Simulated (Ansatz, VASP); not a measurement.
# Zn (Zinc) in two plane-wave programs

Wanted: the spread between two codes on one cell, functional and k mesh. The cell is taken from a series of runs on this material, whose earlier steps may have relaxed, scaled, displaced or heated it; both programs get it as it stands.

Program: Ansatz 0.2.0. Level of theory: plane waves, with VASP 6.6.1 beside it; zone-centre phonons at PBE. Results are calculated unless marked as measured.

### 1. The structure

It takes space group P6_3/mmc (No. 194, hexagonal). The conventional cell has a = 2.620 Å, b = 2.620 Å, c = 5.204 Å, α = 90.00°, β = 90.00°, γ = 120.00°. Nearest to Zn lie 6 Zn at 2.62 Å.

As a file:

```cif
data_structure
_symmetry_space_group_name_H-M 'P 1'
_symmetry_Int_Tables_number 1
_cell_length_a 2.6205
_cell_length_b 2.6205
_cell_length_c 5.2037
_cell_angle_alpha 90.000
_cell_angle_beta 90.000
_cell_angle_gamma 120.000
_cell_volume 30.95
loop_
_atom_site_label
_atom_site_type_symbol
_atom_site_fract_x
_atom_site_fract_y
_atom_site_fract_z
_atom_site_occupancy
Zn1 Zn 0.33333 0.66667 0.25000 1
Zn2 Zn 0.66667 0.33333 0.75000 1
```

### 2. Ansatz: zone-centre phonons, PBE

Ansatz runs on its default PAW (the set named soft_2) files.

Second derivatives magnify differences that forces hide, and they need a tight electronic threshold.

Input file input.yaml:

```yaml
crystal:
  lattice:
    - [2.6204719222, 0.0, 0.0]
    - [-1.3102359611, 2.2693952545, 0.0]
    - [0.0, 0.0, 5.2037330355]
  atoms:
    - { symbol: Zn, position: [0.3333333333, 0.6666666667, 0.25] }
    - { symbol: Zn, position: [0.6666666667, 0.3333333333, 0.75] }
kpoints:
  mp_grid: { grid: [8, 8, 3] }
hamiltonian:
  xc: pbe
scf:
  occupations: { method: methfessel_paxton, width: 0.2 }
output:
  eigenvalues: true
phonons:
  method: dfpt
  qmesh: [2, 2, 1]
  temperatures: { t_max: 1000, t_step: 50 }
  qpath:
    path:
      - [[0.0, 0.0, 0.0], [0.5, 0.0, 0.0], [0.33333333, 0.33333333, 0.0], [0.0, 0.0, 0.0], [0.0, 0.0, 0.5], [0.5, 0.0, 0.5], [0.33333333, 0.33333333, 0.5], [0.0, 0.0, 0.5]]
      - [[0.5, 0.0, 0.5], [0.5, 0.0, 0.0]]
      - [[0.33333333, 0.33333333, 0.5], [0.33333333, 0.33333333, 0.0]]
    npoints: 10
```

Launch:

```sh
$ ansatz run input.yaml --threads 4 --pin off --max-ram 10240MiB --backend cpu --events-out ev --progress --plain --runs-dir out
```

Numbers of over 12 decimals in the logs are rounded to 6 here.

Output:

```text
Engine: ansatz 0.2.0, aarch64-unknown-linux-gnu
Pseudopotentials: kind: paw
Pseudopotential: Zn, paw, valence charge 12, recommended cutoff 420 eV (normal), Zn.paw.azcp
Functional definition: PBE
  parameter kappa = 0.804
  parameter beta = 0.066725
  exchange = pbe_x(kappa = kappa, mu = beta*pi^2/3)
  correlation = pbe_c(beta = beta)
Crystal: 2 atoms, lattice volume = 30.946 Å³
Basis set: ecut = 420 eV, 623 PW (Γ), exchange–correlation on 36×36×72 points (8 copies of the dense FFT grid, shifted against one another)
Bands: 16, of which v1, the nominal top of the filled ones, is band 12 counted from 1 (11 counted from 0)
Symmetry: 24 space group operations
k-points: 20 of 192
Non-local potential: Zn, projectors of the file, l = 0: 2, l = 1: 2, l = 2: 3, l = 3: 1
PAW form: soft (Blöchl's): semilocal exchange-correlation on the pseudo side does not see the compensation charge
PAW one-centre angular grid: Zn, 590 points (default); XC on 64 Gauss nodes
Initial density: superposition of atomic densities (neutral atoms: chi_scale 0, normalization atom), corrected by the library's trained network
Initial wavefunctions: pseudopotential atomic-orbital guess
Functional: x = pbe(κ = 0.804, μ = 0.219515), c = pbe(β = 0.066725)
SCF iter   1: F=—  HF=-6638.025508 eV  |F-HF|=—  |Δ(HF+E_count)|=         —  Δρ=8.54e-4  dr2=1.09e-4  ethr=1.77e-3  ⟨swp⟩=4.8  Hψ=1553  notcnv=0
preconditioner: auto → none  [metal: Δε(μ)=0.054 eV  Ē_g=13.063 eV  σ=0.200 eV  W_gap=0.23  n_scr=4 (ndim 8)  ℏωp=32.7 eV  f_vac=0.000  D(μ)=1.22/eV (n_scr^D=4)  sad-step TF]
SCF iter   2: F=—  HF=-6638.025758 eV  |F-HF|=—  |Δ(HF+E_count)|=   2.50e-4  S|Δr|=    0.00e0  Δρ=6.91e-4  dr2=5.75e-5  ethr=4.52e-7  ⟨swp⟩=2.8  Hψ=789  notcnv=0
SCF iter   3: F=—  HF=-6638.025767 eV  |F-HF|=—  |Δ(HF+E_count)|=   9.20e-6  S|Δr|=    0.00e0  Δρ=2.79e-4  dr2=9.92e-6  ethr=2.40e-7  ⟨swp⟩=2.0  Hψ=539  notcnv=0
SCF iter   4: F=—  HF=-6638.025785 eV  |F-HF|=—  |Δ(HF+E_count)|=   1.78e-5  S|Δr|=    0.00e0  Δρ=9.17e-5  dr2=1.49e-6  ethr=4.13e-8  ⟨swp⟩=2.5  Hψ=532  notcnv=0
SCF iter   5: F=—  HF=-6638.025784 eV  |F-HF|=—  |Δ(HF+E_count)|=   5.45e-7  S|Δr|=    0.00e0  Δρ=2.59e-5  dr2=1.29e-7  ethr=6.22e-9  ⟨swp⟩=2.0  Hψ=560  notcnv=0
SCF iter   6: F=—  HF=-6638.025784 eV  |F-HF|=—  |Δ(HF+E_count)|=   1.75e-8  S|Δr|=    0.00e0  Δρ=2.58e-6  dr2=1.03e-9  ethr=5.36e-10  ⟨swp⟩=2.0  Hψ=544  notcnv=0
SCF iter   7: F=—  HF=-6638.025784 eV  |F-HF|=—  |Δ(HF+E_count)|=  7.46e-11  S|Δr|=    0.00e0  Δρ=1.24e-6  dr2=2.54e-10  ethr=4.28e-12  ⟨swp⟩=2.8  Hψ=567  notcnv=0
SCF iter   8: F=—  HF=-6638.025784 eV  |F-HF|=—  |Δ(HF+E_count)|=  8.73e-11  S|Δr|=    0.00e0  Δρ=3.93e-7  dr2=2.54e-11  ethr=1.06e-12  ⟨swp⟩=2.2  Hψ=521  notcnv=0
SCF iter   9: F=-6638.025784 eV  HF=-6638.025784 eV  |F-HF|=0.00e0  |Δ(HF+E_count)|=  7.28e-12  S|Δr|=    0.00e0  Δρ=8.70e-8  dr2=1.22e-12  ethr=1.00e-12  ⟨swp⟩=5.5  Hψ=1438  notcnv=0
SCF 1 converged in 9 iterations: F = -6638.025784 eV  dr2 = 1.22e-12
  greatest PAW one-centre occupation: 0.981 electrons in one spin orbital (limit 2), on the Zn atom at site 1 (counted from 0), in its partial waves of l = 2
NSCF: frozen V_eff on 20 k-points
WARN: eigensolver did not converge in 2 slots of this pass, the one above among them; of largest residual over every band (k=1): 1 band(s) unlocked (lowest unlocked band 15, counted from 0; max residual 4.33e-4 eV among the unlocked bands, 4.33e-4 eV over every band); of lowest unlocked band (k=0): band 15
NSCF: frozen V_eff on 42 k-points
DFPT response loops at q = (0, 0, 0) (fractional): preconditioner auto → Kerker (q_TF=auto, 2.615 Å⁻¹) (partly filled bands, converged f_vac=0.000); β = 1.00, the filter's whole step (`scf.mixing.beta` (0.50) is not read by the response loops under this deck's `scf.mixing.preconditioner`; to damp them name `kerker` or `kerker_dos`, under which they read `scf.mixing.beta`, and type it under 1.00, their step now; both keys bind the ground state too); Broyden in place of MSR1
NSCF: frozen V_eff on 84 k-points
DFPT response loops at q = (0, -0.5, 0) (fractional): mixed as the last ones told, above
SCF converged after 9 iterations
Stability not checked: this state was not tested for a lower state beside it, because cold or Methfessel-Paxton smearing, or corrected tetrahedra, fill the levels in a way that the test cannot read (fill_not_monotonic; see scf.lower_state_search)
Free energy (F): -6638.025784 eV
Harris-Foulkes:  -6638.025784 eV  (|F-HF|=0.00e0)
Internal energy: -6638.020894 eV  (E = F + TS)
E sigma→0 (E₀):  -6638.024562 eV
Entropy (-TS):   -0.004891 eV (-2.445 meV/atom)
Fermi energy:    10.768237 eV
--- Per-component energies (eV) ---
  E_band       = 91.660265
  E_kinetic    = 262.014315
  E_local      = -3114.020438  (includes V_loc(G=0)·N_el)
  E_nonlocal   = 1220.583462
  E_hartree    = 1305.477330
  E_xc         = -275.519643
  E_vxc        = -105.334997  (∫ρ·V_xc dr)
  E_paw        = -3649.048266  (= ΣΔE_a)
  E_vpaw       = -782.536129  (= ΣTr[D̂ρ^β])
  E_aug_tail   = -0.000687  (compensation charges beyond the density's cutoff)
  E_ewald      = -2387.506967
  E_smearing   = -0.004891  (= −TS)
  E_closure    = -0.000000  (closes the sum)
  Σ components = -6638.025784   (vs F -6638.025784, Δ=0.00e0)
--- Band table (eV; the first three rows and the last of 20) ---
  k-point 0: bands = [... 8 lower, 3.5847, 3.7272, 3.7272, 6.9652, 7.0178, 22.0525, 25.9208, 29.3143]
  k-point 1: bands = [... 8 lower, 3.6265, 3.6972, 3.6972, 3.9389, 11.4557, 17.0114, 29.8770, 29.8770]
  k-point 2: bands = [... 8 lower, 3.5353, 3.5480, 3.7245, 7.2650, 7.6826, 22.5885, 23.9789, 26.0713]
  k-point 19: bands = [... 8 lower, 3.6488, 3.7042, 10.6220, 10.7437, 12.7528, 12.7803, 14.6197, 16.3651]
--- Phonons (Γ-DFPT): 2 representative perturbations + reference (Σ response iterations 8) ---
  ASR residual: 3.050e-5 → 0.000e0 eV/Å²; symmetrization residual: 1.832e-12 eV/Å²
  ASR residual per site (eV/Å²): 3.05e-5 3.05e-5
  Γ frequencies (cm⁻¹): 0.00 0.00 0.00 54.08 54.08 104.06
--- Phonons (arbitrary-q DFPT): 2 irreducible q on the 2×2×1 mesh ---
  q = [0.0000, 0.0000, 0.0000] (star 1, of the zone-centre solve; hermiticity 5.34e-14, symmetrization 1.41e-12): -0.00 0.00 0.00 54.08 54.08 104.06
  q = [0.0000, -0.5000, 0.0000] (star 3, 3 solved perturbations on 42 of 192 k-point pairs; hermiticity 3.15e-13, symmetrization 4.23e-14): 33.00 50.72 118.75 121.29 217.94 224.56
  sum rule: each row above includes the acoustic sum rule's correction from the zone centre's row sums; it moved no ω² by more than (0.36 cm⁻¹)²
  mesh force constants: q→R imaginary residual 1.49e-18; ASR residual 3.050e-5 → 0.000e0 eV/Å²; symmetrization residual 1.335e-15 eV/Å²
  interpolated dispersion: 93 rows × 6 modes
  density of states and harmonic sums: on the 28×28×12 q-mesh, interpolated from the force constants of a 2×2×1 supercell (no non-analytic term)
  largest difference from the sums on the solved wave vectors: F 1.30e-1 eV, S 1.95e-4 and C_V 6.46e-5 eV/K
  zero-point energy: 0.042701 eV/cell   skipped modes (ω ≤ 0): 3   left out of the sums: 5.31e-5 of the cell's modes: C_V's classical limit lies that fraction below 3 k_B per atom; for a crystal, a wire or a layer, F and S can be off by more, and a phonons.interpolated_qmesh denser along its periods is the remedy for the sampling
```

In the SCF lines HF is the Harris–Foulkes energy and dr2 the Hartree energy of the density residual, in eV; the loop may stop once dr2 is under the threshold and the program's other checks hold. Hψ counts applications of the Hamiltonian.

### 3. VASP: zone-centre phonons, PBE

The same cell, functional, mesh and smearing now go to VASP, with its own data sets.

Lines of VASP's logs that name or quote its potential files are left out, and so is its time.

Input file INCAR:

```
SYSTEM = Zn
PREC = Accurate
ENCUT = 500
EDIFF = 1E-08
NELM = 120
ISMEAR = 1
SIGMA = 0.2
LREAL = .FALSE.
ALGO = Normal
GGA = PE
NBANDS = 18
LORBIT = 11
LWAVE = .FALSE.
LCHARG = .FALSE.
ISIF = 2
IBRION = 8
LASPH = .TRUE.
GGA_COMPAT = .FALSE.
```

Input file POSCAR:

```
Zn
1.0
    2.6204719222      0.0000000000      0.0000000000
   -1.3102359611      2.2693952545      0.0000000000
    0.0000000000      0.0000000000      5.2037330355
Zn
2
Direct
    0.3333333334      0.6666666668      0.2500000000
    0.6666666668      0.3333333334      0.7500000000
```

Input file KPOINTS:

```
Automatic mesh
0
Gamma
8 8 3
0 0 0
```

PAW data sets: Zn (PBE family, release 64).

Launch:

```sh
$ mpirun -np 1 vasp_std
```

Output:

```text
[banner, memory and clock lines left out]
running    1 mpi-ranks, on    1 nodes
 distrk:  each k-point on    1 cores,    1 groups
 distr:  one band on    1 cores,    1 groups

 POSCAR found type information on POSCAR Zn
 POSCAR found :  1 types and       2 ions
 LDA part: xc-table for (Slater+PW92), standard interpolation
 POSCAR, INCAR and KPOINTS ok, starting setup
 FFT: planning ... GRIDC
 FFT: planning ... GRID_SOFT
 FFT: planning ... GRID
 WAVECAR not read
 entering main loop
       N       E                     dE             d eps       ncg     rms          rms(c)
DAV:   1     0.104711331095E+03    0.10471E+03   -0.11923E+04   744   0.201E+03
DAV:   2     0.195133865932E+01   -0.10276E+03   -0.10023E+03   728   0.292E+02
DAV:   3    -0.236525377528E+01   -0.43166E+01   -0.43047E+01   856   0.682E+01
DAV:   4    -0.238718083831E+01   -0.21927E-01   -0.21922E-01   826   0.494E+00
DAV:   5    -0.238720988993E+01   -0.29052E-04   -0.29051E-04   782   0.163E-01    0.397E+00
DAV:   6    -0.219329738727E+01    0.19391E+00   -0.84000E-01   790   0.194E+01    0.294E+00
DAV:   7    -0.218392107438E+01    0.93763E-02   -0.28067E-02   930   0.288E+00    0.151E+00
DAV:   8    -0.217937602470E+01    0.45450E-02   -0.24059E-03   972   0.761E-01    0.505E-02
DAV:   9    -0.217940034591E+01   -0.24321E-04   -0.34995E-04   912   0.239E-01    0.339E-02
DAV:  10    -0.217940352077E+01   -0.31749E-05   -0.29494E-05   788   0.701E-02    0.305E-03
DAV:  11    -0.217940339883E+01    0.12194E-06   -0.15738E-07   814   0.384E-03    0.210E-03
DAV:  12    -0.217940305321E+01    0.34562E-06   -0.48685E-08   934   0.424E-03    0.189E-04
DAV:  13    -0.217940304144E+01    0.11762E-07   -0.24541E-09   448   0.561E-04    0.567E-05
DAV:  14    -0.217940304547E+01   -0.40286E-08   -0.43113E-10   432   0.255E-04
   1 F= -.21794030E+01 E0= -.21777936E+01  d E =-.482819E-02
 Linear response reoptimize wavefunctions to high precision
DAV:   1    -0.217940304888E+01   -0.34070E-08   -0.83582E-11   434   0.173E-04
DAV:   2    -0.217940304886E+01    0.17280E-10   -0.12464E-11   412   0.333E-05
 Linear response DOF=           2
 Linear response progress:
  Degree of freedom:   1/  2
       N       E                     dE             d eps       ncg     rms          rms(c)
RMM:   1    -0.200274059674E+00   -0.20027E+00   -0.93086E-03  3339   0.177E+00
RMM:   2    -0.200217752822E+00    0.56307E-04   -0.54692E-04  3818   0.221E-01    0.525E-02
RMM:   3    -0.199722956949E+00    0.49480E-03   -0.31998E-05  4305   0.445E-02    0.298E-02
RMM:   4    -0.199182828678E+00    0.54013E-03   -0.33115E-05  4200   0.456E-02    0.254E-03
RMM:   5    -0.199182818524E+00    0.10154E-07   -0.37622E-07  4444   0.408E-03    0.995E-04
RMM:   6    -0.199172920116E+00    0.98984E-05   -0.36082E-08  4404   0.145E-03    0.108E-04
RMM:   7    -0.199173093582E+00   -0.17347E-06   -0.31428E-09  4489   0.300E-04    0.369E-05
RMM:   8    -0.199172408964E+00    0.68462E-06   -0.97740E-10  4478   0.136E-04    0.599E-06
RMM:   9    -0.199172350540E+00    0.58424E-07    0.68379E-10  4474   0.739E-05    0.170E-06
RMM:  10    -0.199172361502E+00   -0.10962E-07   -0.14266E-08  3726   0.578E-05    0.366E-07
RMM:  11    -0.199172365250E+00   -0.37476E-08    0.90424E-11  2676   0.596E-05    0.241E-07
 first order change of Fermi-energy  -0.31310E-04
 force on displaced ion       1 direction 1 :  -0.386  -0.000   0.000
 Linear response progress:
  Degree of freedom:   2/  2
       N       E                     dE             d eps       ncg     rms          rms(c)
RMM:   1    -0.224269189757E+00   -0.22427E+00   -0.14982E-02  1253   0.194E+00
RMM:   2    -0.222479196983E+00    0.17900E-02   -0.12691E-03  1324   0.392E-01    0.410E-02
RMM:   3    -0.222401953985E+00    0.77243E-04   -0.78637E-05  1583   0.635E-02    0.237E-02
RMM:   4    -0.222292156458E+00    0.10980E-03   -0.95371E-06  1608   0.233E-02    0.644E-03
RMM:   5    -0.222250986863E+00    0.41170E-04   -0.11439E-06  1619   0.837E-03    0.109E-03
RMM:   6    -0.222246404123E+00    0.45827E-05   -0.58046E-08  1620   0.172E-03    0.322E-04
RMM:   7    -0.222246017669E+00    0.38645E-06   -0.18044E-08  1511   0.624E-04    0.117E-04
RMM:   8    -0.222245455174E+00    0.56249E-06    0.12046E-09  1604   0.270E-04    0.434E-05
RMM:   9    -0.222244684705E+00    0.77047E-06   -0.88608E-10  1628   0.128E-04    0.338E-06
RMM:  10    -0.222244699963E+00   -0.15259E-07   -0.76632E-10  1492   0.633E-05    0.172E-06
RMM:  11    -0.222244698606E+00    0.13576E-08   -0.59320E-10  1433   0.605E-05    0.341E-07
 first order change of Fermi-energy   0.23290E-04
 force on displaced ion       1 direction 3 :  -0.000  -0.000  -1.292
 Linear response finished
```

OUTCAR, selected parts (step 3):

```text
ion  position               nearest neighbor table
   1  0.333  0.667  0.250-   2 3.01   2 3.01   2 3.01   2 3.01   2 3.01   2 3.01
   2  0.667  0.333  0.750-   1 3.01   1 3.01   1 3.01   1 3.01   1 3.01   1 3.01

  LATTYP: Found a hexagonal cell.
 ALAT       =     2.6204719222
 C/A-ratio  =     1.9857999589

 Subroutine GETGRP returns: Found 24 space group operations
 (whereof 12 operations were pure point group operations)

The static configuration has the point symmetry D_3d.
 The point group associated with its full space group is D_6h.

 Found     20 irreducible k-points:

   k-points           NKPTS =     20   k-points in BZ     NKDIM =     20   number of bands    NBANDS=     18

   dimension x,y,z NGX =    20 NGY =   20 NGZ =   40
   dimension x,y,z NGXF=    40 NGYF=   40 NGZF=   80

   ENCUT  =  500.0 eV  36.75 Ry    6.06 a.u.   4.78  4.78  9.49*2*pi/ulx,y,z

   NELECT =      24.0000    total number of electrons

 k-points in reciprocal lattice and weights: Automatic mesh
   0.00000000  0.00000000  0.00000000       0.005
   0.12500000  0.00000000  0.00000000       0.031
   0.25000000  0.00000000  0.00000000       0.031
   0.37500000  0.00000000  0.00000000       0.031
   0.50000000  0.00000000  0.00000000       0.016
   0.12500000  0.12500000  0.00000000       0.031
   0.25000000  0.12500000  0.00000000       0.062
   0.37500000  0.12500000  0.00000000       0.062
   0.25000000  0.25000000  0.00000000       0.031
[...]
0.25000000  0.25000000  0.33333333       0.062
   0.37500000  0.25000000  0.33333333       0.062

 average (electrostatic) potential at core
       1 -37.0216       2 -37.0216

  Total        0.7104694      0.7104694     -0.9108677      0.0000000      0.0000000      0.0000000
  in kB       36.7833515     36.7833515    -47.1586372      0.0000000      0.0000000      0.0000000
  external PRESSURE =       8.8026886 kB  Pullay stress =       0.0000000 kB

  energy-cutoff  :      500.00
  volume of cell :       30.95
      direct lattice vectors                 reciprocal lattice vectors
     2.620471922  0.000000000  0.000000000     0.381610652  0.220323013  0.000000000
    -1.310235961  2.269395255  0.000000000     0.000000000  0.440646026  0.000000000
     0.000000000  0.000000000  5.203733035     0.000000000  0.000000000  0.192169735

 POSITION                                       TOTAL-FORCE (eV/Angst)
 -----------------------------------------------------------------------------------
      0.00000      1.51293      1.30093        -0.000000     -0.000000      0.000000
      1.31024      0.75647      3.90280         0.000000      0.000000      0.000000
 -----------------------------------------------------------------------------------
    total drift:                               -0.000000     -0.000000     -0.000000

 Eigenvectors and eigenvalues of the dynamical matrix
 ----------------------------------------------------

   1 f  =    3.107749 THz    19.526565 2PiTHz  103.663360 cm-1    12.852613 meV
             X         Y         Z           dx          dy          dz
      0.000000  1.512930  1.300933    -0.000000    0.000000    0.707107
      1.310236  0.756465  3.902800     0.000000    0.000000   -0.707107

   2 f  =    1.698080 THz    10.669351 2PiTHz   56.641851 cm-1     7.022691 meV
             X         Y         Z           dx          dy          dz
      0.000000  1.512930  1.300933     0.707107    0.000001    0.000000
      1.310236  0.756465  3.902800    -0.707107   -0.000001    0.000000

   3 f  =    1.698080 THz    10.669351 2PiTHz   56.641851 cm-1     7.022691 meV
             X         Y         Z           dx          dy          dz
      0.000000  1.512930  1.300933    -0.000001    0.707107   -0.000000
      1.310236  0.756465  3.902800     0.000001   -0.707107    0.000000

   4 f  =    0.000000 THz     0.000000 2PiTHz    0.000001 cm-1     0.000000 meV
             X         Y         Z           dx          dy          dz
      0.000000  1.512930  1.300933     0.695888    0.125461   -0.000000
      1.310236  0.756465  3.902800     0.695888    0.125461    0.000000

   5 f  =    0.000000 THz     0.000000 2PiTHz    0.000000 cm-1     0.000000 meV
             X         Y         Z           dx          dy          dz
      0.000000  1.512930  1.300933    -0.000000    0.000000    0.707107
      1.310236  0.756465  3.902800     0.000000    0.000000    0.707107

   6 f/i=    0.000000 THz     0.000000 2PiTHz    0.000001 cm-1     0.000000 meV
             X         Y         Z           dx          dy          dz
      0.000000  1.512930  1.300933    -0.125461    0.695888   -0.000000
      1.310236  0.756465  3.902800    -0.125461    0.695888    0.000000

 ELASTIC MODULI CONTR FROM IONIC RELAXATION (kBar)
 Direction    XX          YY          ZZ          XY          YZ          ZX
 --------------------------------------------------------------------------------
 XX        -130.7564    130.7564      0.0000     -0.0000     -0.0000      0.0000
 YY         130.7564   -130.7564     -0.0000      0.0000      0.0000      0.0000
 ZZ           0.0000     -0.0000     -0.0000      0.0000      0.0000      0.0000
 XY          -0.0000      0.0000      0.0000   -130.7564      0.0000      0.0000
 YZ          -0.0000      0.0000      0.0000      0.0000     -0.0000      0.0000
 ZX           0.0000      0.0000      0.0000      0.0000      0.0000      0.0000
 --------------------------------------------------------------------------------
```

The k-mesh is coarse for a metal.

### 4. Side by side

Known differences besides the potentials themselves: VASP's run holds the zone centre alone; the cutoff is 420 eV in Ansatz and 500 eV in VASP. Total energies have different zeros and are not compared.

Both answers:

```
                  quantity  Ansatz   VASP  difference
optical mode 1 to 2 (cm⁻¹)    54.1   56.6     -4.52 %
     optical mode 3 (cm⁻¹)   104.1  103.7     +0.38 %
```

Modes are paired by rising frequency, not by their patterns, so a pair may set unlike modes beside each other; they are those without the splitting of longitudinal modes.

### 5. Summary of results

| Quantity | Value |
| --- | --- |
| r.m.s. difference of the optical zone-centre modes, each program's sorted by frequency (zone-centre phonons, PBE) | 2.1 cm⁻¹ |
| difference in optical mode 1 to 2 (zone-centre phonons, PBE) | -4.5 % |

**Reading.** The r.m.s. difference of the optical zone-centre modes, each program's sorted by frequency is 2.1 cm⁻¹ (zone-centre phonons, PBE). Among the rows given in per cent, the largest difference of the zone-centre phonons, PBE pair is in optical mode 1 to 2, -4.5 %. Such differences can come from data sets, numerical settings and the points named under the comparisons, not from the functional's error against experiment.

[Lines on the potential files, build, host, timing and source positions are cut from VASP's logs without a mark.]

[Logs are printed without paths, hosts, clocks, repeated set-up lines and the standing remarks that a program may print on its own settings, such as how far it seeks lower states.]

[Hosts, paths, dates, database ids (printed as entryN), source tags and the programs' standing remarks are cut or masked in the printed files.]
